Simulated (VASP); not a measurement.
Input of a VASP 6.6.1 run:

File INCAR:

```
SYSTEM = MgScAlO4
PREC = Accurate ; ENCUT = 560
EDIFF = 1E-6 ; ISMEAR = -1
SIGMA = 0.05 ; LREAL = .False.
LASPH = .True. ; NELM = 100
ALGO = Fast ; ISIF = 3
LWAVE = .False. ; LCHARG = .False.
GGA = CA ; IBRION = 2
NSW = 40 ; EDIFFG = -0.01
PSTRESS = 50 ; KPAR = 4
```

Contents of KPOINTS:

```
Automatic mesh
0
Gamma
  6 6 6
  0 0 0
```

The input POSCAR:

```
MgScAlO4                                
1.0
    1.6045967748      0.9264143799      8.1802328700
   -1.6045967748      0.9264143799      8.1802328700
    0.0000000000     -1.8528287599      8.1802328700
  Mg              Sc              Al              O             
     1     1     1     4
Direct
     0.7828034343900436    0.7828034343900436    0.7828034343900437
     0.9957987792534425    0.9957987792534425    0.9957987792534425
     0.2132028650096852    0.2132028650096852    0.2132028650096852
     0.8788891940558731    0.8788891940558731    0.8788891940558732
     0.1376851391067815    0.1376851391067815    0.1376851391067814
     0.7033369562279046    0.7033369562279046    0.7033369562279048
     0.2879802919562673    0.2879802919562673    0.2879802919562671
```

Potentials or basis: VASP PAW LDA potentials, release 64 (Mg, Sc_sv, Al, O).

Command:

```sh
$ cat potpaw_LDA.64/Mg/POTCAR potpaw_LDA.64/Sc_sv/POTCAR potpaw_LDA.64/Al/POTCAR potpaw_LDA.64/O/POTCAR > POTCAR
$ mpirun -np 4 vasp_std > vasp.out
```

(1) Predict the space group after relaxing (to 0.05 Å).

(2) What does it give for the relaxed volume?

(3) What does it give for the relaxed cell?

Answers

(1) R3m (No. 160).

(2) 10.17 Å³/atom.

(3) a = 8.311 Å, b = 8.311 Å, c = 8.311 Å, α = 22.09°, β = 22.09°, γ = 22.09°.

Caveat: the cell is relaxed towards a set pressure, so the enthalpy falls and the energy may rise.
